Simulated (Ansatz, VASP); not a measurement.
# BeBrF: VASP beside Ansatz, part 2 of 3

Wanted: the spread between two codes on one cell, functional and k mesh. The cell is generated by rule, not measured, and may not be a known phase. The cell is taken from a series of runs on this material, whose earlier steps may have relaxed, scaled, displaced or heated it; both programs get it as it stands.

VASP 6.6.1 and Ansatz 0.2.0.

So far: The structure; VASP: zone-centre phonons, PBEsol.

### Step 2. VASP: zone-centre phonons, PBEsol (continued)

Level of this step: PBEsol; plane waves and PAW (Be, Br, F); invented cell (VASP).

OUTCAR, selected parts (step 2):

```text
ion  position               nearest neighbor table
   1  0.565  0.565  0.883-   5 1.56   6 1.56   4 1.98   2 2.18
   2  0.435  0.435  0.117-   5 1.56   6 1.56   3 1.98   1 2.18
   3  0.274  0.274  0.308-   2 1.98
   4  0.726  0.726  0.692-   1 1.98
   5  0.714  0.286  0.000-   1 1.56   2 1.56
   6  0.286  0.714  0.000-   1 1.56   2 1.56

  LATTYP: Found a base centered monoclinic cell.
 ALAT       =     6.9174900745
 B/A-ratio  =     0.7530569747
 C/A-ratio  =     1.2177120443
 COS(beta)  =    -0.0193484718

 Subroutine GETGRP returns: Found  4 space group operations
 (whereof  4 operations were pure point group operations)

The static configuration has the point symmetry C_2h.

 Found     47 irreducible k-points:

   k-points           NKPTS =     47   k-points in BZ     NKDIM =     47   number of bands    NBANDS=     22

   dimension x,y,z NGX =    36 NGY =   36 NGZ =   70
   dimension x,y,z NGXF=    72 NGYF=   72 NGZF=  140

   ENCUT  =  600.0 eV  44.10 Ry    6.64 a.u.   8.65  8.65 16.82*2*pi/ulx,y,z

   NELECT =      32.0000    total number of electrons

 k-points in reciprocal lattice and weights: Automatic mesh
   0.00000000  0.00000000  0.00000000       0.007
   0.16666667  0.00000000 -0.00000000       0.028
   0.33333333 -0.00000000  0.00000000       0.028
   0.50000000 -0.00000000 -0.00000000       0.014
   0.16666667  0.16666667 -0.00000000       0.014
   0.33333333  0.16666667 -0.00000000       0.028
   0.50000000  0.16666667 -0.00000000       0.028
  -0.33333333  0.16666667 -0.00000000       0.028
  -0.16666667  0.16666667  0.00000000       0.014
[...]
-0.33333333  0.33333333  0.50000000       0.014
   0.50000000  0.50000000  0.50000000       0.007

 average (electrostatic) potential at core
       1 -41.4656       2 -41.4656       3 -65.5898       4 -65.5898       5 -82.1963
       6 -82.1963

[...]
2     0.00000    -0.82299     0.00000
    3     0.36135     0.00000    -1.20040

 Eigenvectors and eigenvalues of the dynamical matrix
 ----------------------------------------------------

   1 f  =   31.039270 THz   195.025486 2PiTHz 1035.358608 cm-1   128.368049 meV
             X         Y         Z           dx          dy          dz
      3.790459  0.000000  7.426046     0.317384    0.000000   -0.604371
      2.989744  0.000000  0.975215    -0.317384   -0.000000    0.604371
      1.849956  0.000000  2.592036     0.049044   -0.000000   -0.078146
      4.930247  0.000000  5.809225    -0.049044   -0.000000    0.078146
      3.458729 -1.112994 -0.010566    -0.000000   -0.159659   -0.000000
      3.458729  1.112994 -0.010566     0.000000    0.159659    0.000000

   2 f  =   26.731793 THz   167.960807 2PiTHz  891.676621 cm-1   110.553761 meV
             X         Y         Z           dx          dy          dz
      3.790459  0.000000  7.426046     0.312066    0.000000   -0.578292
      2.989744  0.000000  0.975215     0.312066    0.000000   -0.578292
      1.849956  0.000000  2.592036    -0.057476   -0.000000    0.087373
      4.930247  0.000000  5.809225    -0.057476    0.000000    0.087373
      3.458729 -1.112994 -0.010566    -0.096891   -0.000000    0.218788
      3.458729  1.112994 -0.010566    -0.096891   -0.000000    0.218788

   3 f  =   23.112271 THz   145.218680 2PiTHz  770.942367 cm-1    95.584628 meV
             X         Y         Z           dx          dy          dz
      3.790459  0.000000  7.426046    -0.000000    0.588535    0.000000
      2.989744  0.000000  0.975215    -0.000000    0.588535    0.000000
      1.849956  0.000000  2.592036    -0.000000   -0.006339   -0.000000
      4.930247  0.000000  5.809225     0.000000   -0.006339    0.000000
      3.458729 -1.112994 -0.010566     0.000000   -0.391900   -0.000000
      3.458729  1.112994 -0.010566     0.000000   -0.391900   -0.000000

   4 f  =   17.976631 THz   112.950503 2PiTHz  599.635861 cm-1    74.345338 meV
             X         Y         Z           dx          dy          dz
      3.790459  0.000000  7.426046     0.087913   -0.000000   -0.124119
      2.989744  0.000000  0.975215    -0.087913    0.000000    0.124119
      1.849956  0.000000  2.592036     0.041432    0.000000   -0.060004
      4.930247  0.000000  5.809225    -0.041432    0.000000    0.060004
      3.458729 -1.112994 -0.010566     0.000000    0.686694   -0.000000
      3.458729  1.112994 -0.010566    -0.000000   -0.686694    0.000000

   5 f  =   16.923175 THz   106.331445 2PiTHz  564.496357 cm-1    69.988597 meV
             X         Y         Z           dx          dy          dz
      3.790459  0.000000  7.426046    -0.000000    0.575390   -0.000000
      2.989744  0.000000  0.975215    -0.000000   -0.575390    0.000000
      1.849956  0.000000  2.592036     0.000000   -0.004243   -0.000000
      4.930247  0.000000  5.809225     0.000000    0.004243   -0.000000
      3.458729 -1.112994 -0.010566    -0.175708    0.000000    0.371531
      3.458729  1.112994 -0.010566     0.175708   -0.000000   -0.371531

   6 f  =   12.302042 THz    77.296010 2PiTHz  410.351955 cm-1    50.877135 meV
             X         Y         Z           dx          dy          dz
      3.790459  0.000000  7.426046     0.523342   -0.000000    0.194561
      2.989744  0.000000  0.975215     0.523342   -0.000000    0.194561
      1.849956  0.000000  2.592036    -0.099469   -0.000000    0.117739
      4.930247  0.000000  5.809225    -0.099469    0.000000    0.117739
      3.458729 -1.112994 -0.010566    -0.155934   -0.000000   -0.374416
      3.458729  1.112994 -0.010566    -0.155934   -0.000000   -0.374416

   7 f  =   10.377838 THz    65.205880 2PiTHz  346.167417 cm-1    42.919270 meV
             X         Y         Z           dx          dy          dz
      3.790459  0.000000  7.426046    -0.149427    0.000000   -0.240036
      2.989744  0.000000  0.975215    -0.149427   -0.000000   -0.240036
      1.849956  0.000000  2.592036    -0.155961   -0.000000    0.268216
      4.930247  0.000000  5.809225    -0.155961    0.000000    0.268216
      3.458729 -1.112994 -0.010566     0.420780    0.000000   -0.383061
      3.458729  1.112994 -0.010566     0.420780    0.000000   -0.383061

   8 f  =    7.525095 THz    47.281564 2PiTHz  251.010136 cm-1    31.121276 meV
             X         Y         Z           dx          dy          dz
      3.790459  0.000000  7.426046     0.585299    0.000000    0.344101
      2.989744  0.000000  0.975215    -0.585299   -0.000000   -0.344101
      1.849956  0.000000  2.592036     0.151592    0.000000   -0.122385
      4.930247  0.000000  5.809225    -0.151592    0.000000    0.122385
      3.458729 -1.112994 -0.010566     0.000000   -0.032577   -0.000000
      3.458729  1.112994 -0.010566    -0.000000    0.032577    0.000000

   9 f  =    6.028374 THz    37.877392 2PiTHz  201.084916 cm-1    24.931341 meV
             X         Y         Z           dx          dy          dz
      3.790459  0.000000  7.426046     0.000000   -0.401951    0.000000
      2.989744  0.000000  0.975215    -0.000000    0.401951   -0.000000
      1.849956  0.000000  2.592036     0.000000   -0.136542   -0.000000
      4.930247  0.000000  5.809225    -0.000000    0.136542    0.000000
      3.458729 -1.112994 -0.010566    -0.301957   -0.000000    0.478136
      3.458729  1.112994 -0.010566     0.301957   -0.000000   -0.478136

  10 f  =    4.856609 THz    30.514976 2PiTHz  161.999049 cm-1    20.085313 meV
             X         Y         Z           dx          dy          dz
      3.790459  0.000000  7.426046    -0.211538    0.000000    0.003013
      2.989744  0.000000  0.975215     0.211538   -0.000000   -0.003013
      1.849956  0.000000  2.592036     0.324091   -0.000000   -0.590183
      4.930247  0.000000  5.809225    -0.324091   -0.000000    0.590183
      3.458729 -1.112994 -0.010566     0.000000   -0.043499   -0.000000
      3.458729  1.112994 -0.010566     0.000000    0.043499    0.000000

  11 f  =    2.247840 THz    14.123598 2PiTHz   74.979886 cm-1     9.296317 meV
             X         Y         Z           dx          dy          dz
      3.790459  0.000000  7.426046     0.000000    0.331733    0.000000
      2.989744  0.000000  0.975215     0.000000    0.331733    0.000000
      1.849956  0.000000  2.592036    -0.000000   -0.368506   -0.000000
      4.930247  0.000000  5.809225    -0.000000   -0.368506   -0.000000
      3.458729 -1.112994 -0.010566     0.000000    0.504139    0.000000
      3.458729  1.112994 -0.010566     0.000000    0.504139    0.000000

  12 f  =    2.109614 THz    13.255094 2PiTHz   70.369140 cm-1     8.724658 meV
             X         Y         Z           dx          dy          dz
      3.790459  0.000000  7.426046    -0.251411    0.000000   -0.166794
      2.989744  0.000000  0.975215    -0.251411    0.000000   -0.166794
      1.849956  0.000000  2.592036     0.313236   -0.000000    0.196277
      4.930247  0.000000  5.809225     0.313236    0.000000    0.196277
      3.458729 -1.112994 -0.010566    -0.443627    0.000000   -0.274821
      3.458729  1.112994 -0.010566    -0.443627    0.000000   -0.274821

  13 f  =    1.699162 THz    10.676152 2PiTHz   56.677955 cm-1     7.027168 meV
             X         Y         Z           dx          dy          dz
      3.790459  0.000000  7.426046     0.000000    0.077346    0.000000
      2.989744  0.000000  0.975215     0.000000   -0.077346    0.000000
      1.849956  0.000000  2.592036    -0.000000   -0.408746   -0.000000
      4.930247  0.000000  5.809225    -0.000000    0.408746   -0.000000
      3.458729 -1.112994 -0.010566    -0.458695   -0.000000   -0.341384
      3.458729  1.112994 -0.010566     0.458695   -0.000000    0.341384
    [... 43 further lines ...]
      3.458729 -1.112994 -0.010566     0.409325    0.000000    0.129644
      3.458729  1.112994 -0.010566    -0.409325    0.000000   -0.129644

 MACROSCOPIC STATIC DIELECTRIC TENSOR IONIC CONTRIBUTION
 ------------------------------------------------------
           1.272849     0.000000     0.190889
           0.000000     1.199063     0.000000
           0.190889     0.000000     0.604481
 ------------------------------------------------------

 ELASTIC MODULI CONTR FROM IONIC RELAXATION (kBar)
 Direction    XX          YY          ZZ          XY          YZ          ZX
 --------------------------------------------------------------------------------
 XX        -166.6838    -61.6132   -381.1794     -0.0000      0.0000    228.6449
 YY         -61.6132   -696.7703   -185.7314     -0.0000      0.0000     96.0103
 ZZ        -381.1794   -185.7314   -937.4320     -0.0000      0.0000    543.6705
 XY          -0.0000     -0.0000     -0.0000    -82.8228     97.4579      0.0000
 YZ           0.0000     -0.0000      0.0000     97.4579   -198.6726     -0.0000
 ZX         228.6449     96.0103    543.6705      0.0000     -0.0000   -367.4651
 --------------------------------------------------------------------------------

 PIEZOELECTRIC TENSOR IONIC CONTR  for field in x, y, z        (C/m^2)
          XX          YY          ZZ          XY          YZ          ZX
  --------------------------------------------------------------------------------
  x     0.00000     0.00000     0.00000     0.00000     0.00000    -0.00000
  y    -0.00000    -0.00000    -0.00000     0.00000    -0.00000     0.00000
  z     0.00000     0.00000     0.00000     0.00000     0.00000    -0.00000
```

With imaginary modes the cell is no minimum, so the ionic parts of its dielectric, piezoelectric and elastic tensors have no meaning.

(Continued in part 3 of 3.)

[Lines on the potential files, build, host, timing and source positions are cut from VASP's logs without a mark.]

[Logs are printed without paths, hosts, clocks, repeated set-up lines and the standing remarks that a program may print on its own settings, such as how far it seeks lower states.]

[Hosts, paths, dates, database ids (printed as entryN), source tags and the programs' standing remarks are cut or masked in the printed files.]
